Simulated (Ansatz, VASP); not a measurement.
NbB8 in VASP and in Ansatz

```
Nb B
1.0
    -3.38765    3.38765    3.38765
     3.38765   -3.38765    3.38765
     3.38765    3.38765   -3.38765
Nb B
1 8
Cartesian
  0.0000 0.0000 0.0000
  2.1626 2.1626 2.1626
  1.2250 1.2250 -1.2250
  1.2250 -1.2250 1.2250
  -1.2250 1.2250 1.2250
  2.1626 2.1626 -2.1626
  1.2250 1.2250 1.2250
  2.1626 -2.1626 2.1626
  -2.1626 2.1626 2.1626
```

Alike in both runs: functional PBE; k mesh 8 × 8 × 8; occupations gaussian, width 0.1 eV; no spin polarisation.

Ansatz relaxed the structure, and its values are those at the end. VASP's run is a single point on that final structure, the one shown.

```csv
,VASP,Ansatz
version,VASP 6.6.1,Ansatz 0.2.0
potentials or method,"VASP PAW PBE potentials, release 64 (Nb_sv, B)","scalar-relativistic, plane waves, PAW"
plane-wave cutoff (eV),520,420
valence electrons in the cell,37,37
```

```tsv
	VASP	Ansatz	Ansatz less VASP
gap on the k mesh at the Fermi level (eV)	none	none	-
pressure (GPa)	-0.2	0.0	+0.18
rms of the force components (eV/Å)	0.009	0.002	-0.0063
```

A gap of «none» marks a metal or a gap that the smearing closes.
